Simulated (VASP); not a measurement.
Energy against volume of Rh (fcc). Computed with optB88-vdW, VASP's PBE PAW potentials (set 64) (plane waves; VASP). Numerical set-up: 520 eV cut-off, 16×16×16 Γ-centred mesh, first-order Methfessel-Paxton smearing of 0.10 eV, potentials Rh_pv.

```json
[
 {"V (Å³/atom)": "13.199", "E (eV/atom)": "-3.81391"},
 {"V (Å³/atom)": "13.620", "E (eV/atom)": "-3.85023"},
 {"V (Å³/atom)": "14.041", "E (eV/atom)": "-3.86175"},
 {"V (Å³/atom)": "14.462", "E (eV/atom)": "-3.85264"}
]
```

Q: Fit these four points and predict the energy of the run at 14.884 Å³/atom.

A: A cubic in V^(−2/3), the third-order Birch-Murnaghan form, passes through the four points with V0 = 14.05 Å³/atom and B0 = 260 GPa, and gives -3.8263 eV/atom there. The run gave -3.8264 eV/atom, -0.1 meV/atom from the fit; all five points give B0 = 259 GPa.

The compound is Rh in the fcc structure. It was relaxed first.
